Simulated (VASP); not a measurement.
Output of a VASP run:

OSZICAR:
```
       N       E                     dE             d eps       ncg     rms          rms(c)
DAV:   1     0.175179073559E+03    0.17518E+03   -0.10893E+04  3096   0.116E+03
DAV:   2    -0.924137066884E+01   -0.18442E+03   -0.18160E+03  3377   0.338E+02
DAV:   3    -0.191393577256E+02   -0.98980E+01   -0.96633E+01  3473   0.737E+01
DAV:   4    -0.192950983936E+02   -0.15574E+00   -0.15506E+00  3445   0.879E+00
DAV:   5    -0.192962368215E+02   -0.11384E-02   -0.11381E-02  3564   0.806E-01    0.253E+01
DAV:   6    -0.214754030570E+02   -0.21792E+01   -0.56210E+01  3202   0.542E+01    0.194E+01
DAV:   7    -0.184889451826E+02    0.29865E+01   -0.60219E+01  3620   0.577E+01    0.111E+01
DAV:   8    -0.178676925503E+02    0.62125E+00   -0.28267E+00  3187   0.127E+01    0.543E+00
DAV:   9    -0.177648514882E+02    0.10284E+00   -0.41049E-01  3557   0.466E+00    0.158E+00
DAV:  10    -0.177579047930E+02    0.69467E-02   -0.96608E-02  3448   0.229E+00    0.560E-01
DAV:  11    -0.177565832934E+02    0.13215E-02   -0.20238E-02  3225   0.110E+00    0.167E-01
DAV:  12    -0.177566162777E+02   -0.32984E-04   -0.12012E-03  3080   0.306E-01    0.726E-02
DAV:  13    -0.177566375052E+02   -0.21228E-04   -0.48865E-05  3418   0.642E-02    0.311E-02
DAV:  14    -0.177566477482E+02   -0.10243E-04   -0.11493E-05  3055   0.271E-02    0.133E-02
DAV:  15    -0.177566503209E+02   -0.25727E-05   -0.67763E-06  3115   0.200E-02    0.466E-03
DAV:  16    -0.177566510165E+02   -0.69557E-06   -0.11654E-06  1958   0.683E-03
   1 F= -.17756651E+02 E0= -.17752922E+02  d E =-.745720E-02  mag=    -0.0000
```

File OUTCAR:
```
------------------------ aborting loop because EDIFF is reached ----------------------------------------
  FORCE on cell =-STRESS in cart. coord.  units (eV):
  Direction    XX          YY          ZZ          XY          YZ          ZX
  --------------------------------------------------------------------------------------
  Total        4.8341423      4.8341406      3.8672852      0.0000000      0.0000000      0.0000000
  in kB      146.3211667    146.3211133    117.0560647      0.0000000      0.0000000      0.0000000
  external PRESSURE =     136.5661149 kB  Pullay stress =       0.0000000 kB
  volume of cell :       52.93
      direct lattice vectors                 reciprocal lattice vectors
     1.580294000  0.912383000  6.118663000     0.316396822  0.182671824  0.054478132
    -1.580294000  0.912383000  6.118663000    -0.316396822  0.182671824  0.054478132
     0.000000000 -1.824766000  6.118663000     0.000000000 -0.365343648  0.054478132
 POSITION                                       TOTAL-FORCE (eV/Angst)
 -----------------------------------------------------------------------------------
      0.00000      0.00000      0.00000         0.000000     -0.000000      0.034082
      0.00000      0.00000     13.80921         0.000000      0.000000      0.895849
      0.00000      0.00000     10.66483         0.000000     -0.000000     -0.929930
 -----------------------------------------------------------------------------------
    total drift:                               -0.000000      0.000010     -0.000131
  FREE ENERGIE OF THE ION-ELECTRON SYSTEM (eV)
  ---------------------------------------------------
  free  energy   TOTEN  =       -17.7566510165 eV

  energy  without entropy=      -17.7491938206  energy(sigma->0) =      -17.75292242

 total charge

# of ion       s       p       d       tot
------------------------------------------
    1        2.252   6.255   3.197  11.704
    2        1.485   2.360   0.070   3.915
    3        1.484   2.361   0.070   3.915
--------------------------------------------------
tot          5.221  10.976   3.338  19.535

 magnetization (x)

# of ion       s       p       d       tot
------------------------------------------
    1        0.000  -0.000  -0.000  -0.000
    2       -0.000   0.000  -0.000   0.000
    3       -0.000   0.000  -0.000   0.000
--------------------------------------------------
tot         -0.000   0.000  -0.000   0.000
```
(Selected blocks of OUTCAR.)

File POSCAR:
```
VSe2
1
    1.5802940000     0.9123830000     6.1186630000
   -1.5802940000     0.9123830000     6.1186630000
    0.0000000000    -1.8247660000     6.1186630000
V Se
1 2
Direct
  0.0000000000   0.0000000000   0.0000000000
  0.7523000000   0.7523000000   0.7523000000
  0.5810000000   0.5810000000   0.5810000000
```

Reconstruct the remaining input files.

This is not unique; one that fits is the input of the run itself, PBE GGA, plane waves, VASP's PBE PAW potentials (set 64).

### KPOINTS
```
Automatic mesh
0
Gamma
7 7 7
0 0 0
```

INCAR:
```
SYSTEM = VSe2
PREC = Accurate
ENCUT = 400
EDIFF = 1E-6
NELM = 100
ALGO = Normal
LREAL = .FALSE.
LASPH = .TRUE.
ISMEAR = 0
SIGMA = 0.05
GGA = PE
LMAXMIX = 4
ISPIN = 2
MAGMOM = 2.0 0.0 0.0
LORBIT = 10
LWAVE = .FALSE.
LCHARG = .FALSE.
ISIF = 2
NUPDOWN = 0
```

POTCAR, in this order: V_sv Se (PBE.64 set). Program: vasp_std.

The moments were started parallel, and other spin orders were not tried in this run.

The structure was generated: VSe2 was put into the 3R-MoS2 type (R3m), which need not be its known phase. The cell was not relaxed at this level. The run is one of a series of settings (NUPDOWN = 0 against the base run), some of them coarse on purpose.
